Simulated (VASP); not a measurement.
Given:

```xyz
6
Lattice="4.4966 0.0000 0.0000 0.0000 4.4966 0.0000 0.0000 0.0000 2.9225" Properties=species:S:1:pos:R:3 pbc="T T T"
Mn     0.0000     0.0000     0.0000
Mn     2.2483     2.2483     1.4612
O      1.3682     1.3682     0.0000
O      3.6165     0.8801     1.4612
O      0.8801     3.6165     1.4612
O      3.1284     3.1284     0.0000
```
Starting moments (μB, in the order of the record's atoms Mn Mn O O O O): 2.5 -2.5 -0.1 0.1 0.1 -0.1.

These are vdW-DF2, VASP's PBE PAW potentials (set 64) (plane waves; VASP 6.6.1) values and carry that method's errors. Numerical set-up: 520 eV cut-off, Gaussian smearing of 0.050 eV, potentials Mn_pv O.

Task: Give the spin-up energies of bands 16 to 29 at the high-symmetry points, in eV from the Fermi level.

Result: 
```
band      Γ      Y     C0      Z     A0      T      S      R
----  -----  -----  -----  -----  -----  -----  -----  -----
16    -3.60  -3.67  -3.67  -4.43  -4.48  -4.48  -4.31  -4.53
17    -3.53  -3.54  -3.54  -4.19  -4.16  -4.16  -4.10  -3.53
18    -3.10  -2.71  -2.71  -3.81  -3.77  -3.77  -3.72  -3.49
19    -2.22  -2.29  -2.29  -3.64  -2.95  -2.95  -3.30  -3.38
20    -2.19  -2.27  -2.27  -3.00  -1.99  -1.99  -2.56  -3.29
21    -1.53  -2.24  -2.24  -2.67  -1.97  -1.97  -1.84  -2.01
22    -1.47  -2.17  -2.17  -2.23  -1.95  -1.95  -1.27  -1.64
23    -1.00  -1.85  -1.85  -1.97  -1.35  -1.35  -1.26  -1.62
24    -0.92  -1.83  -1.83  -0.78  -0.65  -0.65  -1.24  -1.45
25    -0.36  -0.21  -0.21  -0.10  -0.60  -0.60  -0.54  -1.11
26    -0.15   0.11   0.11   0.98   0.85   0.85   0.70   0.67
27     0.30   0.30   0.30   1.11   1.02   1.02   0.98   1.03
28     0.98   1.88   1.88   1.51   1.35   1.35   1.55   1.14
29     1.71   1.99   1.99   1.76   1.77   1.77   2.23   1.22
```

Task: Give the spin-down energies of bands 16 to 29 at the high-symmetry points, in eV from the Fermi level.

Result: 
```csv
band,Γ,Y,C0,Z,A0,T,S,R
16,-3.60,-3.67,-3.67,-4.43,-4.48,-4.48,-4.31,-4.53
17,-3.53,-3.54,-3.54,-4.19,-4.16,-4.16,-4.10,-3.53
18,-3.10,-2.71,-2.71,-3.81,-3.77,-3.77,-3.72,-3.49
19,-2.22,-2.29,-2.29,-3.64,-2.95,-2.95,-3.30,-3.38
20,-2.19,-2.27,-2.27,-3.00,-1.99,-1.99,-2.56,-3.29
21,-1.53,-2.24,-2.24,-2.67,-1.97,-1.97,-1.84,-2.01
22,-1.47,-2.17,-2.17,-2.23,-1.95,-1.95,-1.27,-1.64
23,-1.00,-1.85,-1.85,-1.97,-1.35,-1.35,-1.26,-1.62
24,-0.92,-1.83,-1.83,-0.78,-0.65,-0.65,-1.24,-1.45
25,-0.36,-0.21,-0.21,-0.10,-0.60,-0.60,-0.54,-1.11
26,-0.15,0.11,0.11,0.98,0.85,0.85,0.70,0.67
27,0.30,0.30,0.30,1.11,1.02,1.02,0.98,1.03
28,0.98,1.88,1.88,1.51,1.35,1.35,1.55,1.14
29,1.71,1.99,1.99,1.76,1.77,1.77,2.23,1.22
```

It has no gap at this level: it comes out as a metal or semimetal.

The compound is MnO2 in the rutile structure. It was relaxed first, which changed the volume by +6 %.
